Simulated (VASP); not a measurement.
```
CrB
1.0
    5.01166     0.00000     0.00000
   -2.50583     4.34022     0.00000
    0.00000     0.00000     4.04398
Cr B
3 3
Cartesian
  2.50583   0.00000   0.00000
  1.25291   2.17011   0.00000
 -1.25292   2.17011   0.00000
  0.00000   0.00000   0.00000
  0.00000   2.89348   2.02199
  2.50583   1.44674   2.02199
```
Starting moments (μB, in the order of the record's atoms Cr Cr Cr B B B): 3.0 3.0 3.0 0.0 0.0 0.0.

Computed with PBE GGA, VASP's PBE PAW potentials (set 64) (plane waves; VASP 6.6.1). Run with 400 eV cut-off, 3×3×4 Γ-centred mesh, Fermi-Dirac smearing of 0.10 eV, potentials Cr_pv B.

At this cut-off the stress carries a Pulay error, which pulls relaxed volumes low. Energy and stress use the plane-wave basis of the starting cell. The moments were started parallel, and other spin orders were not tried in this run.

**Question.** The ions, cell shape and volume are relaxed. Which structure does the run end with?

**Answer.** 
```
CrB
1.0
    4.68315     0.00000     0.00000
   -2.34158     4.05573     0.00000
    0.00000     0.00000     3.35292
Cr B
3 3
Direct
  0.50000   0.00000   0.00000
  0.50000   0.50000   0.00000
  0.00000   0.50000   0.00000
  0.00000   0.00000   0.00000
  0.33333   0.66667   0.50000
  0.66667   0.33333   0.50000
```
Space group P6/mmm (191), at a tolerance of 0.03 Å. The cell ends with 0.00 μB, on the sites 0.00 0.00 0.00 0.00 0.00 0.00 μB.

**Question.** How do energy and volume change from the first to the last step?

**Answer.** The energy (σ→0) changes by -616.1 meV/atom and the volume by -27.6 %, in 10 ionic steps.

The structure was generated: CrB was put into an ordered model structure, which need not be its known phase. This run relaxes it. Symmetry was kept, so distortions that lower it aren't found. The k-mesh is coarse (spacing up to 0.52 per Å, 2π included), so the numbers may not be converged in it. The run is one of a series of settings (EDIFFG = -0.01, IBRION = 2, ISIF = 3, NSW = 50 against the base run), some of them coarse on purpose.
